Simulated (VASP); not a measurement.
VASP input:

KPOINTS:
```
K-points
0
G
5 5 7
0 0 0
```

**INCAR**
```
ALGO=Normal
PARAM2=0.22
LASPH=.True.   # aspherical one-centre terms
AGGAC=0.0
ISMEAR=0   # Gaussian
SIGMA=0.05   # width (eV)
IBRION=2
LCHARG=.False.
ISIF=4
EDIFFG=-0.01   # ionic stop
SYSTEM=SnO2
LMAXMIX=4
NELM=100   # most electronic steps
LWAVE=.False.
ENCUT=520   # plane-wave cut-off (eV)
LUSE_VDW=.True.
EDIFF=1E-7
PARAM1=0.1833333333
GGA=BO
LREAL=.False.
PREC=Accurate
NSW=30
```

POSCAR:
```
SnO2
1
    4.7548219389     0.0000000000     0.0000000000
    0.0000000000     4.7548219389     0.0000000000
    0.0000000000     0.0000000000     3.2121515077
Sn O
2 4
Direct
  0.0000000000   0.0000000000   0.0000000000
  0.5000000000   0.5000000000   0.5000000000
  0.3061898858   0.3061898858   0.0000000000
  0.8061898858   0.1938101142   0.5000000000
  0.1938101142   0.8061898858   0.5000000000
  0.6938101142   0.6938101142   0.0000000000
```

POTCAR, in this order: Sn_d O (PBE.64 set). Program: vasp_std.

**Question.** Write an equivalent input for Quantum ESPRESSO's pw.x.

**Answer.** One equivalent input (not run):
```
&CONTROL
  calculation = 'vc-relax'
  pseudo_dir = './pseudo'
  outdir = './out'
  tprnfor = .true.
  tstress = .true.
  nstep = 30
  forc_conv_thr = 0.00039
/
&SYSTEM
  ibrav = 0
  nat = 6
  ntyp = 2
  ecutwfc = 84
  occupations = 'smearing'
  smearing = 'gaussian'
  degauss = 0.003675
  input_dft = 'vdw-df-obk8'
/
&ELECTRONS
  conv_thr = 7.3e-09
  electron_maxstep = 100
/
&IONS
/
&CELL
  cell_dofree = 'shape'
/
ATOMIC_SPECIES
  Sn 118.710 Sn.upf
  O 15.999 O.upf
CELL_PARAMETERS angstrom
     4.7548219    0.0000000    0.0000000
     0.0000000    4.7548219    0.0000000
     0.0000000    0.0000000    3.2121515
ATOMIC_POSITIONS crystal
  Sn   0.0000000  0.0000000  0.0000000
  Sn   0.5000000  0.5000000  0.5000000
  O    0.3061899  0.3061899  0.0000000
  O    0.8061899  0.1938101  0.5000000
  O    0.1938101  0.8061899  0.5000000
  O    0.6938101  0.6938101  0.0000000
K_POINTS automatic
  5 5 7 0 0 0
```
Limits of the translation: the potentials are each code's own (VASP's PAW set, PseudoDojo norm-conserving files in pw.x), so ENCUT and ecutwfc are chosen apart and not converted; conv_thr bounds pw.x's estimated SCF error, while EDIFF bounds the energy change between steps; forc_conv_thr acts on force components and is met together with etot_conv_thr.

The compound is SnO2 in the rutile structure. This cell is one point of a volume scan, at 0.97 of the reference volume. Symmetry was kept, so distortions that lower it aren't found.
